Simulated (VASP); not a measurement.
Output of a VASP run:

OSZICAR:
```
       N       E                     dE             d eps       ncg     rms          rms(c)
DAV:   1     0.823415808101E+02    0.82342E+02   -0.92062E+03   762   0.198E+03
DAV:   2    -0.187088932345E+01   -0.84212E+02   -0.81226E+02   799   0.332E+02
DAV:   3    -0.863705307688E+01   -0.67662E+01   -0.67333E+01   969   0.789E+01
DAV:   4    -0.874705919325E+01   -0.11001E+00   -0.10996E+00   853   0.109E+01
DAV:   5    -0.874909235554E+01   -0.20332E-02   -0.20330E-02   904   0.135E+00    0.312E+00
DAV:   6    -0.858679058269E+01    0.16230E+00   -0.26329E-01  1172   0.113E+01    0.187E+00
DAV:   7    -0.855703765688E+01    0.29753E-01   -0.81649E-02  1119   0.270E+00    0.550E-01
DAV:   8    -0.855743620206E+01   -0.39855E-03   -0.11892E-02   854   0.154E+00    0.124E-01
DAV:   9    -0.855801341652E+01   -0.57721E-03   -0.11678E-03   890   0.436E-01    0.489E-02
DAV:  10    -0.855811125236E+01   -0.97836E-04   -0.10340E-04   950   0.114E-01    0.265E-02
DAV:  11    -0.855818495675E+01   -0.73704E-04   -0.12835E-04   809   0.950E-02    0.326E-03
DAV:  12    -0.855818516883E+01   -0.21207E-06   -0.20900E-06   922   0.232E-02    0.211E-03
DAV:  13    -0.855818551680E+01   -0.34797E-06   -0.98720E-07   829   0.790E-03    0.902E-04
DAV:  14    -0.855818550995E+01    0.68485E-08   -0.20156E-08   577   0.157E-03
   1 F= -.85581855E+01 E0= -.85581855E+01  d E =-.490965E-11
```

File OUTCAR:
```
------------------------ aborting loop because EDIFF is reached ----------------------------------------
  FORCE on cell =-STRESS in cart. coord.  units (eV):
  Direction    XX          YY          ZZ          XY          YZ          ZX
  --------------------------------------------------------------------------------------
  Total        1.2847465      1.2847465      1.2847465     -0.0000000     -0.0000000      0.0000000
  in kB       48.0360455     48.0360455     48.0360455     -0.0000000     -0.0000000      0.0000000
  external PRESSURE =      48.0360455 kB  Pullay stress =       0.0000000 kB
  volume of cell :       42.85
      direct lattice vectors                 reciprocal lattice vectors
     0.000000000  2.777433049  2.777433049    -0.180022341  0.180022341  0.180022341
     2.777433049  0.000000000  2.777433049     0.180022341 -0.180022341  0.180022341
     2.777433049  2.777433049  0.000000000     0.180022341  0.180022341 -0.180022341
  FREE ENERGIE OF THE ION-ELECTRON SYSTEM (eV)
  ---------------------------------------------------
  free  energy   TOTEN  =        -8.5581855100 eV

  energy  without entropy=       -8.5581855099  energy(sigma->0) =       -8.55818551
```
(Selected blocks of OUTCAR.)

File POSCAR:
```
GaAs
1
    0.0000000000     2.7774330489     2.7774330489
    2.7774330489     0.0000000000     2.7774330489
    2.7774330489     2.7774330489     0.0000000000
Ga As
1 1
Direct
  0.0000000000   0.0000000000   0.0000000000
  0.2500000000   0.2500000000   0.2500000000
```

Q: Reconstruct the remaining input files.

A: This is not unique; one that fits is the input of the run itself, AM05 GGA, plane waves, VASP's PBE PAW potentials (set 64).

INCAR:
```
ALGO  =  Normal
EDIFF  =  1E-7
ENCUT  =  520
GGA  =  AM
ISIF  =  2
ISMEAR  =  0
LASPH  =  T
LCHARG  =  F
LMAXMIX  =  4
LREAL  =  F
LWAVE  =  F
NELM  =  100
PREC  =  Accurate
SIGMA  =  0.05
SYSTEM  =  GaAs
```

### KPOINTS
```
Automatic mesh
0
Gamma
8 8 8
0 0 0
```

POTCAR, in this order: Ga_d As (PBE.64 set). Program: vasp_std.

The compound is GaAs in the zinc blende structure. This cell is one point of a volume scan, at 0.94 of the reference volume.
